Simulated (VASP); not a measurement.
Computed with PBEsol GGA, VASP's PBE PAW potentials (set 64) (plane waves; VASP).

The input files of a VASP run:

### INCAR
```
SYSTEM = K
PREC = Accurate
ENCUT = 480
EDIFF = 1E-6
NELM = 100
ALGO = Normal
LREAL = .FALSE.
LASPH = .TRUE.
ISMEAR = 1
SIGMA = 0.1
GGA = PS
LWAVE = .FALSE.
LCHARG = .FALSE.
IBRION = 2
ISIF = 3
NSW = 60
EDIFFG = -0.01
```

**KPOINTS**
```
Automatic mesh
0
Gamma
9 9 9
0 0 0
```

POSCAR:
```
K
1
   -2.6400000000     2.6400000000     2.6400000000
    2.6400000000    -2.6400000000     2.6400000000
    2.6400000000     2.6400000000    -2.6400000000
K
1
Direct
  0.0000000000   0.0000000000   0.0000000000
```

POTCAR, in this order: K_sv (PBE.64 set). Program: vasp_std.

Output

OUTCAR:
```
 ion  position               nearest neighbor table
   1  0.000  0.000  0.000-
  LATTYP: Found a body centered cubic cell.
 ALAT       =     5.2800000000
 Subroutine PRICEL returns:
 Original cell was already a primitive cell.
 Subroutine GETGRP returns: Found 48 space group operations
The static configuration has the point symmetry O_h .
The dynamic configuration has the point symmetry O_h .
 Subroutine INISYM returns: Found 48 space group operations
 Subroutine IBZKPT returns following result:
 Found     35 irreducible k-points:

 Following reciprocal coordinates:
            Coordinates               Weight
  0.000000  0.000000  0.000000      1.000000
  0.111111  0.000000  0.000000     12.000000
  0.222222  0.000000  0.000000     12.000000
  0.333333  0.000000  0.000000     12.000000
  0.444444  0.000000  0.000000     12.000000
  0.111111  0.111111  0.000000     24.000000
  0.222222  0.111111  0.000000     48.000000
  0.333333  0.111111  0.000000     48.000000
  0.444444  0.111111  0.000000     24.000000
  0.222222  0.222222  0.000000     24.000000
...
```

**OSZICAR**
```
       N       E                     dE             d eps       ncg     rms          rms(c)
DAV:   1     0.430998974649E+02    0.43100E+02   -0.34831E+03   560   0.795E+02
DAV:   2     0.763061811369E-01   -0.43024E+02   -0.41804E+02   560   0.207E+02
DAV:   3    -0.112072553472E+01   -0.11970E+01   -0.11970E+01   896   0.313E+01
DAV:   4    -0.113713544276E+01   -0.16410E-01   -0.16411E-01   824   0.341E+00
DAV:   5    -0.113745868009E+01   -0.32324E-03   -0.32324E-03   952   0.263E-01    0.194E+00
DAV:   6    -0.113569431224E+01    0.17644E-02   -0.34655E-03   920   0.482E-01    0.125E+00
DAV:   7    -0.113529859117E+01    0.39572E-03   -0.63739E-03   848   0.593E-01    0.879E-02
DAV:   8    -0.113530708301E+01   -0.84918E-05   -0.41477E-04   896   0.273E-01    0.260E-02
DAV:   9    -0.113532135265E+01   -0.14270E-04   -0.19031E-05   840   0.400E-02    0.116E-02
DAV:  10    -0.113532117292E+01    0.17973E-06   -0.22728E-06   856   0.126E-02
   1 F= -.11353212E+01 E0= -.11351818E+01  d E =-.113532E+01
       N       E                     dE             d eps       ncg     rms          rms(c)
DAV:   1    -0.114141851776E+01   -0.60972E-02   -0.15568E-01   568   0.476E+00    0.569E-01
DAV:   2    -0.113711156642E+01    0.43070E-02   -0.13739E-02   624   0.143E+00    0.213E-01
DAV:   3    -0.113572676646E+01    0.13848E-02   -0.49727E-03   768   0.666E-01    0.177E-01
DAV:   4    -0.113584455077E+01   -0.11778E-03   -0.42227E-04   960   0.180E-01    0.490E-02
DAV:   5    -0.113587648964E+01   -0.31939E-04   -0.23482E-04   856   0.107E-01    0.157E-02
DAV:   6    -0.113587976837E+01   -0.32787E-05   -0.54714E-06   960   0.208E-02    0.385E-03
DAV:   7    -0.113588005173E+01   -0.28336E-06   -0.10117E-07   440   0.322E-03
   2 F= -.11358801E+01 E0= -.11357377E+01  d E =-.558879E-03
       N       E                     dE             d eps       ncg     rms          rms(c)
DAV:   1    -0.114978944840E+01   -0.13910E-01   -0.37309E-01   568   0.736E+00    0.867E-01
DAV:   2    -0.113938746778E+01    0.10402E-01   -0.32843E-02   608   0.222E+00    0.328E-01
DAV:   3    -0.113611565286E+01    0.32718E-02   -0.12308E-02   800   0.104E+00    0.271E-01
DAV:   4    -0.113639387557E+01   -0.27822E-03   -0.89489E-04   904   0.281E-01    0.727E-02
DAV:   5    -0.113645829364E+01   -0.64418E-04   -0.55075E-04   864   0.164E-01    0.251E-02
DAV:   6    -0.113646653633E+01   -0.82427E-05   -0.11725E-05   952   0.301E-02    0.599E-03
DAV:   7    -0.113646685274E+01   -0.31641E-06   -0.28800E-07   464   0.540E-03
   3 F= -.11364669E+01 E0= -.11363197E+01  d E =-.114568E-02
       N       E                     dE             d eps       ncg     rms          rms(c)
DAV:   1    -0.119154446841E+01   -0.55078E-01   -0.15261E+00   568   0.149E+01    0.168E+00
DAV:   2    -0.114813873137E+01    0.43406E-01   -0.13299E-01   600   0.451E+00    0.652E-01
DAV:   3    -0.113519020223E+01    0.12949E-01   -0.53699E-02   792   0.217E+00    0.534E-01
DAV:   4    -0.113632888319E+01   -0.11387E-02   -0.36615E-03   832   0.641E-01    0.129E-01
DAV:   5    -0.113654497620E+01   -0.21609E-03   -0.19972E-03   864   0.316E-01    0.583E-02
DAV:   6    -0.113660004498E+01   -0.55069E-04   -0.57056E-05  1032   0.534E-02    0.986E-03
DAV:   7    -0.113659985434E+01    0.19063E-06   -0.14557E-06   504   0.118E-02
   4 F= -.11365999E+01 E0= -.11364427E+01  d E =-.127868E-02
       N       E                     dE             d eps       ncg     rms          rms(c)
DAV:   1    -0.114730947656E+01   -0.10709E-01   -0.30169E-01   576   0.666E+00    0.857E-01
DAV:   2    -0.113925730352E+01    0.80522E-02   -0.27171E-02   664   0.199E+00    0.307E-01
DAV:   3    -0.113649673194E+01    0.27606E-02   -0.86735E-03   776   0.886E-01    0.262E-01
DAV:   4    -0.113666404306E+01   -0.16731E-03   -0.94939E-04   960   0.197E-01    0.891E-02
DAV:   5    -0.113672150678E+01   -0.57464E-04   -0.52569E-04   840   0.150E-01    0.223E-02
DAV:   6    -0.113671790959E+01    0.35972E-05   -0.10850E-05   808   0.288E-02    0.814E-03
DAV:   7    -0.113671700414E+01    0.90544E-06   -0.63417E-07   472   0.718E-03
   5 F= -.11367170E+01 E0= -.11365644E+01  d E =-.139583E-02
```

**OUTCAR**
```
------------------------ aborting loop because EDIFF is reached ----------------------------------------
  FORCE on cell =-STRESS in cart. coord.  units (eV):
  Direction    XX          YY          ZZ          XY          YZ          ZX
  --------------------------------------------------------------------------------------
  Total       -0.0039348     -0.0039348     -0.0039348      0.0000000      0.0000000      0.0000000
  in kB       -0.0891717     -0.0891717     -0.0891717      0.0000000      0.0000000      0.0000000
  external PRESSURE =      -0.0891717 kB  Pullay stress =       0.0000000 kB
  volume of cell :       70.70
      direct lattice vectors                 reciprocal lattice vectors
    -2.604843045  2.604843045  2.604843045     0.000000000  0.191950145  0.191950145
     2.604843045 -2.604843045  2.604843045     0.191950145  0.000000000  0.191950145
     2.604843045  2.604843045 -2.604843045     0.191950145  0.191950145  0.000000000
 POSITION                                       TOTAL-FORCE (eV/Angst)
 -----------------------------------------------------------------------------------
      0.00000      0.00000     -0.00000         0.000000      0.000000      0.000000
 -----------------------------------------------------------------------------------
    total drift:                               -0.000000      0.000000      0.000000
  FREE ENERGIE OF THE ION-ELECTRON SYSTEM (eV)
  ---------------------------------------------------
  free  energy   TOTEN  =        -1.1367170041 eV

  energy  without entropy=       -1.1362593264  energy(sigma->0) =       -1.13656444

 reached required accuracy - stopping structural energy minimisation
```
(Selected blocks of OUTCAR.)

### CONTCAR
```
K
   1.00000000000000
    -2.6048430454937699    2.6048430454937699    2.6048430454937699
     2.6048430454937699   -2.6048430454937699    2.6048430454937699
     2.6048430454937699    2.6048430454937699   -2.6048430454937699
  K
     1
Direct
     0.0000000000000000    0.0000000000000000    0.0000000000000000
```

Energy and stress use the plane-wave basis of the starting cell.

The compound is K in the bcc structure. This run relaxes it. Symmetry was kept, so distortions that lower it aren't found.
